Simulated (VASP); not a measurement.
# CuB (Pm-3m) in VASP: reference runs

Reference runs on CuB: the cell as given.

All numbers are computed with VASP 6.6.1; they aren't measurements. Logs are shortened: lines on timing, memory, paths and dates and some standing lists are left out, and cuts for length are marked.

## 1. The crystal as given

It takes space group Pm-3m (No. 221, cubic). Conventional cell: a = 4.061 Å, b = 4.061 Å, c = 4.061 Å, α = 90.00°, β = 90.00°, γ = 90.00°. Cu (site symmetry 4/mmm) has 4 B at 2.03 Å as nearest neighbours. B (site symmetry 4/mmm) has 4 Cu at 2.03 Å as nearest neighbours.

The cell was built by a generator and needn't be a form met in nature.

## 2. Single point, PBE

Input file INCAR:

```
SYSTEM = CuB
PREC = Accurate ; ENCUT = 520
EDIFF = 1E-7 ; ISMEAR = -1
SIGMA = 0.05 ; LREAL = .False.
LASPH = .True. ; NELM = 80
ALGO = Normal ; ISIF = 2
LWAVE = .False. ; LCHARG = .False.
GGA = PE ; NBANDS = 30
```

Input file KPOINTS:

```
regular mesh
0
Gamma
  7 7 7
  0 0 0
```

Input file POSCAR:

```
CuB
1.0
    4.0608500000      0.0000000000      0.0000000000
    0.0000000000      4.0608500000      0.0000000000
    0.0000000000      0.0000000000      4.0608500000
Cu B
3 3
Direct
    0.5000000000      0.0000000000      0.0000000000
    0.0000000000      0.5000000000      0.0000000000
    0.0000000000      0.0000000000      0.5000000000
    0.0000000000      0.5000000000      0.5000000000
    0.5000000000      0.0000000000      0.5000000000
    0.5000000000      0.5000000000      0.0000000000
```

Potentials or basis: VASP PAW PBE potentials, release 64 (Cu, B).

The run is started by

```console
$ cat potpaw_PBE.64/Cu/POTCAR potpaw_PBE.64/B/POTCAR > POTCAR
$ mpirun -np 1 vasp_std > vasp.out
```

OUTCAR:

```text
SYSTEM = CuB
   PREC = Accurate
   ENCUT = 520
   EDIFF = 1E-7
   ISMEAR = -1
   LREAL = .False.
   LASPH = .True.
   NELM = 80
   ISIF = 2
   GGA = PE

 ion  position               nearest neighbor table
   1  0.500  0.000  0.000-   5 2.03   6 2.03   5 2.03   6 2.03
   2  0.000  0.500  0.000-   4 2.03   6 2.03   4 2.03   6 2.03
   3  0.000  0.000  0.500-   4 2.03   5 2.03   4 2.03   5 2.03
   4  0.000  0.500  0.500-   2 2.03   3 2.03   2 2.03   3 2.03
   5  0.500  0.000  0.500-   1 2.03   3 2.03   1 2.03   3 2.03
   6  0.500  0.500  0.000-   1 2.03   2 2.03   1 2.03   2 2.03

  LATTYP: Found a simple cubic cell.
 ALAT       =     4.0608500000

  Lattice vectors:

 A1 = (   4.0608500000,   0.0000000000,   0.0000000000)
 A2 = (   0.0000000000,   4.0608500000,   0.0000000000)
 A3 = (   0.0000000000,   0.0000000000,   4.0608500000)

Analysis of symmetry for initial positions (statically):
=====================================================================
 Subroutine PRICEL returns:
 Original cell was already a primitive cell.

 Routine SETGRP: Setting up the symmetry group for a
 simple cubic supercell.

 Subroutine GETGRP returns: Found 48 space group operations
 (whereof 48 operations were pure point group operations)
 out of a pool of 48 trial point group operations.

The static configuration has the point symmetry O_h .

Analysis of symmetry for dynamics (positions and initial velocities):
=====================================================================
 Subroutine PRICEL returns:
 Original cell was already a primitive cell.

 Routine SETGRP: Setting up the symmetry group for a
 simple cubic supercell.

 Subroutine GETGRP returns: Found 48 space group operations
 (whereof 48 operations were pure point group operations)
 out of a pool of 48 trial point group operations.

The dynamic configuration has the point symmetry O_h .

 Subroutine INISYM returns: Found 48 space group operations
 (whereof 48 operations are pure point group operations),
 and found     1 'primitive' translations

----------------------------------------------------------------------------------------

                                     Primitive cell

  volume of cell :      66.9655

  direct lattice vectors                    reciprocal lattice vectors
     4.060850000  0.000000000  0.000000000     0.246253863  0.000000000  0.000000000
[... 92 lines left out ...]
   NSW    =      0    number of steps for IOM
   IBRION =     -1    ionic relax: 0-MD 1-quasi-New 2-CG
   NFREE  =      0    steps in history (QN), initial steepest desc. (CG)
   ISIF   =      2    stress and relaxation
   ISYM   =      2    0-nonsym 1-usesym 2-fastsym
   POTIM  = 0.5000    time-step for ionic-motion
   TEBEG  =    0.0;   TEEND  =   0.0 temperature during run
   PSTRESS=    0.0 pullay stress
   NELECT =      42.0000    total number of electrons
   NUPDOWN=      -1.0000    fix difference up-down
   EMIN   =  10.00;   EMAX   =-10.00  energy-range for DOS
   EFERMI =   0.00;   METHOD = LEGACY
   ISMEAR =    -1;   SIGMA  =   0.05  broadening in eV -4-tet -1-fermi 0-gaus
   EFERMI_NEDOS =   21; number of points for ismear=-14 and -15
   IALGO  =     38    algorithm
   IMIX   =      4    mixing-type and parameters
     AMIX     =   0.40;   BMIX     =  1.00
     AMIX_MAG =   1.60;   BMIX_MAG =  1.00
  volume/ion in A,a.u.               =      11.16        75.32
  Fermi-wavevector in a.u.,A,eV,Ry     =   1.401332  2.648133 26.718180  1.963731
  Thomas-Fermi vector in A             =   2.524204
   LORBIT       =      0    0 simple, 1 ext, 2 COOP (PROOUT), +10 PAW based schemes
   GGA     = PE    functional components
   LHFCALC =     F    Hartree Fock is set to
   AEXX    =    0.0000 exact exchange contribution
   IVDW    =     0    specifies the selected vdW correction
   LEPSILON=     F    determine dielectric tensor
   LRPA    =     F    only Hartree local field effects (RPA)
 non-spin polarized calculation
  energy-cutoff  :      520.00
  volume of cell :       66.97
 maximum number of plane-waves:      1839
 NGX is ok and might be reduce to    30
   NGX = 15   NGY = 15   NGZ = 15

 number of electron      41.9999947 magnetization

 Free energy of the ion-electron system (eV)
  ---------------------------------------------------
  ext. energy  EPLUGINS =         0.00000000
  ---------------------------------------------------
  free energy    TOTEN  =       -25.50081155 eV

  energy without entropy =      -25.48007623  energy(sigma->0) =      -25.49044389

 E-fermi :   5.9687     XC(G=0): -11.5387

 val. band max:        5.8317782834   @ k =   0.4286   0.2857   0.0000
 cond. band min:       5.9901818231   @ k =   0.4286   0.4286   0.0000
 fundamental gap:      0.1584035397
 Fermi energy:         5.9686808288

 k-point     1 :       0.0000    0.0000    0.0000
  band No.  band energies     occupation
      1      -5.5738      2.00000
      2      -1.3449      2.00000
      3      -1.3449      2.00000
      4       1.1032      2.00000
      5       1.4111      2.00000
      6       1.4111      2.00000
[... 649 lines left out ...]
     29      17.8753      0.00000
     30      18.2646      0.00000

------------------------ aborting loop because EDIFF is reached ----------------------------------------

  FORCE on cell =-STRESS in cart. coord.  units (eV):
  Direction    XX          YY          ZZ          XY          YZ          ZX
  --------------------------------------------------------------------------------------
  -------------------------------------------------------------------------------------
  Total        0.0736219      0.0736219      0.0736219      0.0000000     -0.0000000      0.0000000
  in kB        1.7614359      1.7614359      1.7614359      0.0000000     -0.0000000      0.0000000
  external PRESSURE =       1.7614359 kB  Pullay stress =       0.0000000 kB

 VOLUME and BASIS-vectors are now :
 -----------------------------------------------------------------------------
  energy-cutoff  :      520.00
  volume of cell :       66.97
      direct lattice vectors                 reciprocal lattice vectors
     4.060850000  0.000000000  0.000000000     0.246253863  0.000000000  0.000000000
     0.000000000  4.060850000  0.000000000     0.000000000  0.246253863  0.000000000
     0.000000000  0.000000000  4.060850000     0.000000000  0.000000000  0.246253863

 POSITION                                       TOTAL-FORCE (eV/Angst)
 -----------------------------------------------------------------------------------
      2.03043      0.00000      0.00000         0.000000      0.000000      0.000000
      0.00000      2.03043      0.00000         0.000000      0.000000      0.000000
      0.00000      0.00000      2.03043         0.000000      0.000000      0.000000
      0.00000      2.03043      2.03043         0.000000      0.000000      0.000000
      2.03043      0.00000      2.03043         0.000000      0.000000      0.000000
      2.03043      2.03043      0.00000         0.000000      0.000000      0.000000
 -----------------------------------------------------------------------------------
    total drift:                                0.000000     -0.000000      0.000000

  FREE ENERGIE OF THE ION-ELECTRON SYSTEM (eV)
  ---------------------------------------------------
  free  energy   TOTEN  =       -25.5008115530 eV

  energy  without entropy=      -25.4800762345  energy(sigma->0) =      -25.49044389
```

OSZICAR:

```text
N       E                     dE             d eps       ncg     rms          rms(c)
DAV:   1     0.311897298344E+03    0.31190E+03   -0.18623E+04  1216   0.205E+03
DAV:   2    -0.225173479257E+01   -0.31415E+03   -0.30072E+03  1200   0.367E+02
DAV:   3    -0.337831205335E+02   -0.31531E+02   -0.29517E+02  1492   0.143E+02
DAV:   4    -0.352130789522E+02   -0.14300E+01   -0.14080E+01  1818   0.313E+01
DAV:   5    -0.352222937704E+02   -0.92148E-02   -0.92128E-02  1800   0.289E+00    0.286E+01
DAV:   6    -0.403517917958E+02   -0.51295E+01   -0.13271E+02  1464   0.306E+02    0.227E+01
DAV:   7    -0.259609238585E+02    0.14391E+02   -0.39609E+01  1484   0.140E+02    0.512E+00
DAV:   8    -0.255491903396E+02    0.41173E+00   -0.39012E+00  1854   0.301E+01    0.162E+00
DAV:   9    -0.255217119921E+02    0.27478E-01   -0.57464E-01  1976   0.116E+01    0.110E+00
DAV:  10    -0.255018065342E+02    0.19905E-01   -0.78146E-02  1850   0.530E+00    0.283E-01
DAV:  11    -0.255016556141E+02    0.15092E-03   -0.76187E-03  1628   0.530E-01    0.201E-01
DAV:  12    -0.255008672836E+02    0.78833E-03   -0.32497E-03  1808   0.148E+00    0.864E-02
DAV:  13    -0.255008100580E+02    0.57226E-04   -0.96572E-04  1900   0.522E-01    0.403E-03
DAV:  14    -0.255008119843E+02   -0.19263E-05   -0.17747E-05  1822   0.403E-02    0.544E-03
DAV:  15    -0.255008114666E+02    0.51771E-06   -0.20165E-06  1750   0.237E-02    0.133E-03
DAV:  16    -0.255008115530E+02   -0.86447E-07   -0.65214E-08   906   0.539E-03
   1 F= -.25500812E+02 E0= -.25490444E+02  d E =-.207353E-01
```

stdout:

```text
POSCAR found type information on POSCAR CuB
 POSCAR found :  2 types and       6 ions
 scaLAPACK will be used
 LDA part: xc-table for (Slater+PW92), standard interpolation
 POSCAR, INCAR and KPOINTS ok, starting setup
 FFT: planning ... GRIDC
 FFT: planning ... GRID_SOFT
 FFT: planning ... GRID
 WAVECAR not read
 entering main loop
```

Wall time 20 s (1 thread of Intel Xeon 6975P-C (Granite Rapids), shared host); peak memory 0.18 GiB.

What came out:

```
Free energy            : -25.5008 eV
Pressure               : 0.2 GPa
Band gap on the k mesh : none (metal or under the smearing width)
```

Levels at points of the mesh, in eV from the Fermi level:
| k point | band 17 | band 18 | band 19 | band 20 | band 21 | band 22 | band 23 | band 24 | band 25 | band 26 |
| --- | --- | --- | --- | --- | --- | --- | --- | --- | --- | --- |
| (0.00, 0.00, 0.00) | -3.00 | -3.00 | -3.00 | -0.49 | -0.49 | 0.54 | 0.54 | 0.54 | 3.29 | 3.71 |
